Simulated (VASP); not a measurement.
Crystal: TcSe2.

```
Tc Se
1.0
     1.92842    1.11337    5.83034
    -1.92842    1.11337    5.83034
     0.00000   -2.22675    5.83034
Tc Se
1 2
Direct
  0.00000 0.00000 0.00000
  0.25200 0.25200 0.25200
  0.74800 0.74800 0.74800
```

The cell was built by a generator and needn't be a form met in nature.

Base run:

- Program: VASP 6.6.1
- Functional: r2SCAN
- Potentials or basis: VASP PAW PBE potentials, release 64 (Tc_pv, Se)
- Cutoff: 520 eV
- k mesh: 6 × 6 × 6
- Occupations: gaussian, width 0.05 eV
- Spin: collinear spin, zero start
- Starting moments: [0.0, 0.0, 0.0] μB
- Hubbard terms: Tc d U = 7 eV

Its results: band gap on the k mesh none (metal or under the smearing width); pressure -9.7 GPa; net moment 0.00 μB per cell; largest force 0.767 eV/Å.

**Question.** The run is repeated on the same cell with these changes: hubbard terms from Tc d U = 7 eV to Tc d U = 2 eV. What comes out?

**Answer.** Band gap on the k mesh none (metal or under the smearing width); pressure -12.3 GPa; net moment 0.00 μB per cell; largest force 1.121 eV/Å.

Caveats: the PAW data sets were made with another functional, which shifts forces and pressure a little.

Not every run made on this cell is shown here.
